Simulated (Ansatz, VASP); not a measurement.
**Cross-check of SiBi between VASP and Ansatz**

One calculation is typed for both programs; each brings its own data sets and cutoff. How far apart do they land? The cell is invented: As first built, before any earlier steps moved the atoms (in the runner's words): it takes the SnP structure with all of its atoms replaced by other elements, volume scaled by an estimate. It may not be a known or stable phase. The cell is taken from a series of VASP runs on this material, whose earlier steps may have relaxed, scaled or displaced it; both programs get it as it stands.

Method: plane waves, with VASP 6.6.1 beside it; band structure at r2SCAN, band structure at PBE, spin-orbit coupling and band structure at r2SCAN, spin-orbit coupling, in Ansatz 0.2.0.

### 1. Starting point

The structure is tetragonal, space group I4mm (No. 107). Conventional cell: a = 4.054 Å, b = 4.054 Å, c = 6.493 Å, α = 90.00°, β = 90.00°, γ = 90.00°. Nearest to Bi lie 5 Si at 2.75 to 2.91 Å. Nearest to Si lie 5 Bi at 2.75 to 2.91 Å. As first built, before any earlier steps moved the atoms (in the runner's words): sites of the SnP structure (space group 107) filled with other elements, volume scaled by an estimate. Farther neighbours are not listed.

As a file:

```cif
data_structure
_symmetry_space_group_name_H-M 'P 1'
_symmetry_Int_Tables_number 1
_cell_length_a 4.3307
_cell_length_b 4.3307
_cell_length_c 4.3307
_cell_angle_alpha 124.187
_cell_angle_beta 124.187
_cell_angle_gamma 82.889
_cell_volume 53.35
loop_
_atom_site_label
_atom_site_type_symbol
_atom_site_fract_x
_atom_site_fract_y
_atom_site_fract_z
_atom_site_occupancy
Bi1 Bi 0.57413 0.57413 0.00000 1
Si2 Si 0.99787 0.99787 0.00000 1
```

### 2. VASP: band structure, r2SCAN

A single point gives forces, pressure and levels at one fixed geometry, so differences don't come from the geometry; what else differs is listed under the comparison.

Lines of VASP's logs that name or quote its potential files are left out, and so is its time.

Contents of INCAR:

```
SYSTEM = SiBi
PREC = Accurate
ENCUT = 400
EDIFF = 1E-06
NELM = 100
ISMEAR = 0
SIGMA = 0.02
LREAL = .FALSE.
ALGO = Normal
METAGGA = R2SCAN
LASPH = .TRUE.
LORBIT = 11
LWAVE = .FALSE.
LCHARG = .FALSE.
KPAR = 4
```

Contents of POSCAR:

```
SiBi
1.0
   -2.0268872060      2.0268872060      3.2462904277
    2.0268872060     -2.0268872060      3.2462904277
    2.0268872060      2.0268872060     -3.2462904277
Bi Si
1 1
Direct
    0.5741320490      0.5741320490      0.0000000000
    0.9978689510      0.9978689510      0.0000000000
```

Contents of KPOINTS:

```
Automatic mesh
0
Gamma
5 5 5
0 0 0
```

Contents of KPOINTS_OPT:

```
Line mode
16
Line-mode
Reciprocal
  0.00000000   0.00000000   0.00000000 GAMMA
  0.00000000   0.00000000   0.50000000 X

  0.00000000   0.00000000   0.50000000 X
 -0.19491911   0.19491911   0.50000000 Y

 -0.19491911   0.19491911   0.50000000 Y
 -0.34745956   0.34745956   0.34745956 S

 -0.34745956   0.34745956   0.34745956 S
  0.00000000   0.00000000   0.00000000 GAMMA

  0.00000000   0.00000000   0.00000000 GAMMA
  0.50000000   0.50000000  -0.50000000 Z

  0.50000000   0.50000000  -0.50000000 Z
  0.34745956   0.65254044  -0.34745956 S1

  0.34745956   0.65254044  -0.34745956 S1
  0.00000000   0.50000000   0.00000000 N

  0.00000000   0.50000000   0.00000000 N
  0.25000000   0.25000000   0.25000000 P

  0.25000000   0.25000000   0.25000000 P
  0.50000000   0.50000000  -0.19491911 Y1

  0.50000000   0.50000000  -0.19491911 Y1
  0.50000000   0.50000000  -0.50000000 Z

  0.00000000   0.00000000   0.50000000 X
  0.25000000   0.25000000   0.25000000 P
```

The projector-augmented-wave data sets are Bi_d and Si (PBE family, release 64).

Started as:

```
$ mpirun -np 4 vasp_std
```

Numbers of over 12 decimals in the logs are rounded to 6 here.

Log:

```text
[banner, memory and clock lines left out]
running    4 mpi-ranks, on    1 nodes
 distrk:  each k-point on    1 cores,    4 groups
 distr:  one band on    1 cores,    1 groups

 POSCAR found type information on POSCAR BiSi
 POSCAR found :  2 types and       2 ions
|                                                                             |
|               ----> ADVICE to this user running VASP <----                  |
|                                                                             |
|     You enforced a specific xc type in the INCAR file but a different       |
|     [... a line on the potential file left out ...]
|     I HOPE YOU KNOW WHAT YOU ARE DOING!                                     |
|                                                                             |

 LDA part: xc-table for (None), standard interpolation
 POSCAR, INCAR and KPOINTS ok, starting setup
 FFT: planning ... GRIDC
 FFT: planning ... GRID_SOFT
 FFT: planning ... GRID
 WAVECAR not read
 entering main loop
       N       E                     dE             d eps       ncg     rms          rms(c)
DAV:   1     0.652302499140E+02    0.65230E+02   -0.86739E+03   468   0.129E+03
DAV:   2    -0.616056816892E+02   -0.12684E+03   -0.12473E+03   468   0.346E+02
DAV:   3    -0.701344974574E+02   -0.85288E+01   -0.83842E+01   608   0.971E+01
DAV:   4    -0.703532755900E+02   -0.21878E+00   -0.21871E+00   609   0.173E+01
DAV:   5    -0.703577719422E+02   -0.44964E-02   -0.44962E-02   658   0.181E+00    0.275E+00
DAV:   6    -0.663124098492E+02    0.40454E+01   -0.11085E+00   563   0.195E+01    0.182E+00
DAV:   7    -0.663163271953E+02   -0.39173E-02   -0.20451E-02   538   0.146E+00    0.108E+00
DAV:   8    -0.663220221261E+02   -0.56949E-02   -0.15570E-02   548   0.134E+00    0.209E-01
DAV:   9    -0.663219863309E+02    0.35795E-04   -0.11383E-03   593   0.428E-01    0.579E-02
DAV:  10    -0.663219536742E+02    0.32657E-04   -0.18158E-04   538   0.163E-01    0.175E-02
DAV:  11    -0.663219550819E+02   -0.14077E-05   -0.96233E-06   593   0.329E-02    0.541E-03
DAV:  12    -0.663219548341E+02    0.24785E-06   -0.58586E-07   324   0.840E-03
   1 F= -.66321955E+02 E0= -.66321634E+02  d E =-.640852E-03
 Start KPOINTS_OPT (optional k-point list driver)
k-point batch [1-18\176]
       N       E                     dE             ncg
DAV:   1    -0.484560210165E+03   -0.69149E+04      473
DAV:   2    -0.272804121759E+04   -0.22435E+04      468
DAV:   3    -0.286963498528E+04   -0.14159E+03      618
DAV:   4    -0.287318159927E+04   -0.35466E+01      626
DAV:   5    -0.287326411690E+04   -0.82518E-01      642
DAV:   6    -0.287326819011E+04   -0.40732E-02      673
DAV:   7    -0.287326822280E+04   -0.32696E-04      644
DAV:   8    -0.287326822327E+04   -0.47241E-06      432
[...]
k-point batch [163-176\176]
       N       E                     dE             ncg
DAV:   1     0.154250078184E+04   -0.89582E+04      364
DAV:   2    -0.134392562257E+03   -0.16769E+04      409
DAV:   3    -0.232940018928E+03   -0.98547E+02      414
DAV:   4    -0.235645497281E+03   -0.27055E+01      556
DAV:   5    -0.235661574666E+03   -0.16077E-01      419
DAV:   6    -0.235662195535E+03   -0.62087E-03      561
DAV:   7    -0.235662201556E+03   -0.60206E-05      409
DAV:   8    -0.235662201712E+03   -0.15558E-06      287
```

From OUTCAR (step 2):

```text
ion  position               nearest neighbor table
   1  0.574  0.574  0.000-   2 2.75   2 2.91   2 2.91   2 2.91   2 2.91
   2  0.998  0.998  0.000-   1 2.75   1 2.91   1 2.91   1 2.91   1 2.91

  LATTYP: Found a body centered tetragonal cell.
 ALAT       =     4.0537744120
 C/A-ratio  =     1.6016137544

 Subroutine GETGRP returns: Found  8 space group operations
 (whereof  8 operations were pure point group operations)

The static configuration has the point symmetry C_4v.

 Found     18 irreducible k-points:

   k-points           NKPTS =     18   k-points in BZ     NKDIM =     18   number of bands    NBANDS=     13

   dimension x,y,z NGX =    28 NGY =   28 NGZ =   28
   dimension x,y,z NGXF=    56 NGYF=   56 NGZF=   56

   ENCUT  =  400.0 eV  29.40 Ry    5.42 a.u.   7.06  7.06  7.06*2*pi/ulx,y,z

   NELECT =      19.0000    total number of electrons

 k-points in reciprocal lattice and weights: Automatic mesh
   0.00000000  0.00000000  0.00000000       0.008
   0.20000000 -0.00000000  0.00000000       0.064
   0.40000000  0.00000000  0.00000000       0.064
   0.20000000  0.20000000  0.00000000       0.064
   0.40000000  0.20000000 -0.00000000       0.128
  -0.40000000  0.20000000  0.00000000       0.128
  -0.20000000  0.20000000  0.00000000       0.032
   0.40000000  0.40000000 -0.00000000       0.064
  -0.40000000  0.40000000  0.00000000       0.032
[...]
-0.40000000  0.40000000  0.40000000       0.032
  -0.40000000 -0.40000000  0.40000000       0.016

 average (electrostatic) potential at core
       1-110.8557       2 -86.1717

 E-fermi :   6.4071

 k-point     1 :       0.0000    0.0000    0.0000
  band No.  band energies     occupation
    ...
      6      -6.9487      2.00000
      7       3.4449      2.00000
      8       5.5330      2.00000
      9       5.5330      2.00000
     10       6.1500      2.00000
     11       9.4089      0.00000
     12      10.7803      0.00000
     13      10.7803      0.00000

 k-point     2 :       0.2000   -0.0000    0.0000
  band No.  band energies     occupation
    ...
      5     -16.8161      2.00000
      6      -6.4997      2.00000
      7       1.2109      2.00000
      8       5.5321      2.00000
      9       5.7376      2.00000
     10       6.7972      0.00000
     11       8.7301      0.00000
     12       9.9464      0.00000
     13      10.6958      0.00000

 k-point     3 :       0.4000    0.0000    0.0000
  band No.  band energies     occupation
    ...
      5     -16.8081      2.00000
      6      -5.3788      2.00000
      7      -1.4365      2.00000
      8       4.9337      2.00000
      9       6.4002      1.37500
     10       7.0760      0.00000
     11       8.1658      0.00000
     12       8.4439      0.00000
     13       9.4515      0.00000

  Total       -0.3876320     -0.3876320     -0.6331889      0.0000000      0.0000000      0.0000000
  in kB      -11.6418947    -11.6418947    -19.0167963      0.0000000      0.0000000      0.0000000
  external PRESSURE =     -14.1001953 kB  Pullay stress =       0.0000000 kB

  energy-cutoff  :      400.00
  volume of cell :       53.35
      direct lattice vectors                 reciprocal lattice vectors
    -2.026887206  2.026887206  3.246290428     0.000000000  0.246683683  0.154021956
     2.026887206 -2.026887206  3.246290428     0.246683683  0.000000000  0.154021956
     2.026887206  2.026887206 -3.246290428     0.246683683  0.246683683  0.000000000

 POSITION                                       TOTAL-FORCE (eV/Angst)
 -----------------------------------------------------------------------------------
      0.00000      0.00000      3.72760         0.000000      0.000000      0.084446
      0.00000      0.00000      6.47874        -0.000000     -0.000000     -0.084446
 -----------------------------------------------------------------------------------
    total drift:                               -0.000011     -0.000011      0.002323

  FREE ENERGIE OF THE ION-ELECTRON SYSTEM (eV)
  ---------------------------------------------------
  free  energy   TOTEN  =       -66.3219548341 eV

  energy  without entropy=      -66.3213139817  energy(sigma->0) =      -66.32163441

 total charge
# of ion       s       p       d       tot
------------------------------------------
    1        1.456   1.421   9.924  12.801
    2        0.840   0.740   0.000   1.580
--------------------------------------------------
tot          2.296   2.161   9.924  14.381

[... 3 further parts left out ...]
```

The run ends at a pressure of -1.41 GPa, with forces up to 0.084 eV/Å.

### 3. Ansatz: band structure, r2SCAN

Ansatz runs on its default PAW (the set named soft_2) files.

The same cell, functional, mesh and smearing now go to Ansatz, which takes its cutoff from its data sets.

Contents of input.yaml:

```yaml
crystal:
  lattice:
    - [-2.026887206, 2.026887206, 3.2462904277]
    - [2.026887206, -2.026887206, 3.2462904277]
    - [2.026887206, 2.026887206, -3.2462904277]
  atoms:
    - { symbol: Bi, position: [0.574132049, 0.574132049, 0.0] }
    - { symbol: Si, position: [0.997868951, 0.997868951, 0.0] }
hamiltonian:
  xc: r2scan
  pseudopotentials: { kind: paw }
kpoints:
  mp_grid: { grid: [5, 5, 5] }
  band_path:
    path:
      - [0.0, 0.0, 0.0]
      - [0.0, 0.0, 0.2]
      - [0.0, 0.0, 0.4]
      - [-0.02599, 0.02599, 0.5]
      - [-0.10396, 0.10396, 0.5]
      - [-0.18192, 0.18192, 0.5]
      - [-0.2356, 0.2356, 0.45932]
      - [-0.29661, 0.29661, 0.39831]
      - [-0.34746, 0.34746, 0.34746]
      - [-0.20848, 0.20848, 0.20848]
      - [-0.06949, 0.06949, 0.06949]
      - [0.06667, 0.06667, -0.06667]
      - [0.26667, 0.26667, -0.26667]
      - [0.46667, 0.46667, -0.46667]
      - [0.45932, 0.54068, -0.45932]
      - [0.39831, 0.60169, -0.39831]
      - [0.34746, 0.65254, -0.34746]
      - [0.20848, 0.59152, -0.20848]
      - [0.06949, 0.53051, -0.06949]
      - [0.03333, 0.46667, 0.03333]
      - [0.13333, 0.36667, 0.13333]
      - [0.23333, 0.26667, 0.23333]
      - [0.31667, 0.31667, 0.13135]
      - [0.41667, 0.41667, -0.04661]
      - [0.5, 0.5, -0.19492]
      - [0.5, 0.5, -0.31695]
      - [0.5, 0.5, -0.43898]
      - [0.03333, 0.03333, 0.46667]
      - [0.13333, 0.13333, 0.36667]
      - [0.25, 0.25, 0.25]
    npoints: 1
scf:
  occupations: { method: gaussian, width: 0.02 }
  n_extra_bands: 7
output:
  forces: true
  stress: true
  eigenvalues: true
```

Started as:

```
$ ansatz run input.yaml --threads 2 --pin off --max-ram 4608MiB --backend cpu --events-out ev --progress --plain --runs-dir out
```

Log:

```text
scf.n_extra_bands = 7 over 10 filled bands (N_el = 19.0): the run solves 17 bands
Engine: ansatz 0.2.0, aarch64-unknown-linux-gnu
Pseudopotentials: kind: paw
Pseudopotential: Bi, paw, valence charge 15, recommended cutoff 500 eV (meta_gga), Bi.paw.azcp
Pseudopotential: Si, paw, valence charge 4, recommended cutoff 500 eV (meta_gga), Si.paw.azcp
Functional definition: r2SCAN
  parameter k0 = 0.174
  parameter k1 = 0.065
  parameter a1 = 4.9479
  exchange = r2scan_x(k0 = k0, k1 = k1, a1 = a1)
  correlation = r2scan_c
Crystal: 2 atoms, lattice volume = 53.347 Å³
Basis set: ecut = 500 eV, 1339 PW (Γ), exchange–correlation on 128×128×128 points (64 copies of the dense FFT grid, shifted against one another)
Bands: 17, of which v1, the nominal top of the filled ones, is band 10 counted from 1 (9 counted from 0)
Symmetry: 8 space group operations
Space group: I4mm (ITA 107), of the structure as read, at distance tolerance 3.8e-5 Å
k-points: 18 of 125 (time reversal used)
Non-local potential: Bi, projectors of the file, l = 0: 2, l = 1: 2, l = 2: 2, l = 3: 2
Non-local potential: Si, projectors of the file, l = 0: 2, l = 1: 2, l = 2: 2
PAW form: soft (Blöchl's): semilocal exchange-correlation on the pseudo side does not see the compensation charge
PAW frozen core: Bi, regenerated for the run's functional (the file was generated under x = pbe(κ = 0.804, μ = 0.219515), c = pbe(β = 0.066725))
PAW frozen core: Si, regenerated for the run's functional (the file was generated under x = pbe(κ = 0.804, μ = 0.219515), c = pbe(β = 0.066725))
PAW one-centre angular grid: Bi, 590 points (default); XC on 160 Gauss nodes
PAW one-centre angular grid: Si, 302 points (default); XC on 160 Gauss nodes
Initial density: superposition of atomic densities (neutral atoms: chi_scale 0, normalization atom), corrected by the library's trained network
Initial wavefunctions: pseudopotential atomic-orbital guess
Functional: x = r2scan, c = r2scan; τ floored in thin density (d = 2e-4 eV/Å³)
SCF iter   1: F=—  HF=-13049.165278 eV  |F-HF|=—  |Δ(HF+E_count)|=         —  Δρ=4.35e-3  dr2=1.20e-2  dr2_τ=2.11e-3  ethr=1.77e-3  ⟨swp⟩=6.1  Hψ=1880  notcnv=0
preconditioner: auto → none  [insulator: Δε(μ)=0.185 eV  Ē_g=12.114 eV  σ=0.020 eV  W_gap=0.69  n_scr=14 (ndim 8)  ℏωp=15.3 eV  f_vac=0.000  D(μ)=3.20/eV (n_scr^D=34)  ε∞_Penn≈2.6]
SCF iter   2: F=—  HF=-13049.177350 eV  |F-HF|=—  |Δ(HF+E_count)|=   1.21e-2  Δρ=1.97e-3  dr2=1.45e-3  dr2_τ=6.95e-5  ethr=6.31e-5  ⟨swp⟩=2.8  Hψ=643  notcnv=0  defer=55
SCF iter   3: F=—  HF=-13049.177973 eV  |F-HF|=—  |Δ(HF+E_count)|=   6.23e-4  Δρ=1.02e-3  dr2=3.13e-4  dr2_τ=1.23e-5  ethr=7.61e-6  ⟨swp⟩=2.6  Hψ=437  notcnv=0  defer=55
SCF iter   4: F=—  HF=-13049.178259 eV  |F-HF|=—  |Δ(HF+E_count)|=   2.86e-4  Δρ=5.06e-5  dr2=1.24e-6  dr2_τ=6.62e-8  ethr=1.65e-6  ⟨swp⟩=2.0  Hψ=332  notcnv=0  defer=55
SCF iter   5: F=—  HF=-13049.178281 eV  |F-HF|=—  |Δ(HF+E_count)|=   2.20e-5  Δρ=1.78e-5  dr2=8.65e-8  dr2_τ=5.67e-9  ethr=6.55e-9  ⟨swp⟩=2.1  Hψ=409  notcnv=0  defer=55
SCF iter   6: F=-13049.178281 eV  HF=-13049.178281 eV  |F-HF|=3.46e-10  |Δ(HF+E_count)|=   1.14e-7  Δρ=3.70e-6  dr2=8.39e-9  dr2_τ=2.11e-10  ethr=4.55e-10  ⟨swp⟩=8.7  Hψ=1670  notcnv=0
SCF 1 converged in 6 iterations: F = -13049.178281 eV  dr2 = 8.39e-9
  greatest PAW one-centre occupation: 0.986 electrons in one spin orbital (limit 2), on the Bi atom at site 0 (counted from 0), in its partial waves of l = 2
NSCF: frozen V_eff on 30 k-points
SCF converged after 6 iterations
Free energy (F): -13049.178281 eV
Harris-Foulkes:  -13049.178281 eV  (|F-HF|=3.46e-10)
Internal energy: -13049.177640 eV  (E = F + TS)
E sigma→0 (E₀):  -13049.177961 eV
Entropy (-TS):   -0.000641 eV (-0.320 meV/atom)
Fermi energy:    8.792664 eV
--- Per-component energies (eV) ---
  E_band       = -114.644379
  E_kinetic    = 339.217033
  E_local      = -1640.732282  (includes V_loc(G=0)·N_el)
  E_nonlocal   = 586.397101
  E_hartree    = 545.361352
  E_xc         = -190.458222
  E_vxc        = -203.564928  (∫ρ·V_xc dr)
  E_paw        = -11208.809916  (= ΣΔE_a)
  E_vpaw       = -299.286019  (= ΣTr[D̂ρ^β])
  E_aug_tail   = -0.000258  (compensation charges beyond the density's cutoff)
  E_vtau       = 12.602732  (kinetic-family band-sum trace: ∫τ·v_τ [+ j·A + Jᵃ·Aᵃ] dr)
  E_ewald      = -1480.951561
  E_core_change = 0.799114  (= ΣΔE_core)
  E_smearing   = -0.000641  (= −TS)
  E_closure    = -0.000000  (closes the sum)
  Σ components = -13049.178281   (vs F -13049.178281, Δ=0.00e0)
--- Forces (eV/Å), atoms counted from 1 ---
  atom   1  Bi    -0.00000000    -0.00000000     0.07842580
  atom   2  Si     0.00000000    -0.00000000    -0.07834608
  max |Σ_I F_I| component: 7.97e-5 eV/Å
--- Stress (GPa, compression-positive) ---
       -1.118502       0.000000      -0.000000
        0.000000      -1.118502       0.000000
       -0.000000       0.000000      -1.820489
  P = ⅓ Tr σ = -1.3525 GPa (-13.525 kbar)
--- Band table (eV; the first three rows and the last of 18) ---
  k-point 0: bands = [... 6 lower, 5.8500, 7.9189, 7.9189, 8.5385, 11.7920, 13.1629, 13.1629, 14.2820, ... 3 higher]
  k-point 1: bands = [... 6 lower, 3.5930, 6.7250, 7.2342, 9.9678, 11.6204, 12.2070, 12.7256, 15.6603, ... 3 higher]
  k-point 2: bands = [... 6 lower, 2.4044, 4.4588, 5.4424, 6.8043, 11.1571, 14.1250, 17.1656, 17.5271, ... 3 higher]
  k-point 17: bands = [... 6 lower, 1.3730, 4.2790, 6.6366, 7.8186, 13.5649, 14.3700, 15.2178, 16.4480, ... 3 higher]
```

It took 4.1 s on 2 threads of Arm Neoverse V2, shared host; peak memory 0.44 GiB.

The column dr2 measures how far the density is from self-consistency, as an energy; F and HF (Harris–Foulkes) agree once it is small.

### 4. Differences

Known differences besides the potentials themselves: VASP keeps PBE cores, Ansatz makes them for the functional; the cutoff is 500 eV in Ansatz and 400 eV in VASP. Total energies have different zeros and are not compared.

Both answers:

| quantity | Ansatz | VASP | difference |
| --- | --- | --- | --- |
| pressure (GPa) | -1.35 | -1.41 | +0.06 |

Forces (eV/Å; atoms numbered as in POSCAR):

```
atom        Ansatz x, y, z          VASP x, y, z
 Bi1   0.000, 0.000, 0.078   0.000, 0.000, 0.084
 Si2  0.000, 0.000, -0.078  0.000, 0.000, -0.084
```

The forces differ by 3.5 meV/Å r.m.s., which is 7.2 % of the r.m.s. force of 0.05 eV/Å (both taken over all components). Levels from 3 eV below to 2 eV above the Fermi level differ by 3 meV r.m.s. and 20 meV at most; each VASP level is matched to the nearest of Ansatz, which flatters the figure a little. Ansatz's pressure holds a Pulay correction of 0.02 GPa; VASP's holds none.

[end of part 1 of 2]

[Lines on the potential files, build, host, timing and source positions are cut from VASP's logs without a mark.]

[Logs are printed without paths, hosts, clocks, repeated set-up lines and the standing remarks that a program may print on its own settings, such as how far it seeks lower states.]

[Hosts, paths, dates, database ids (printed as entryN), source tags and the programs' standing remarks are cut or masked in the printed files.]
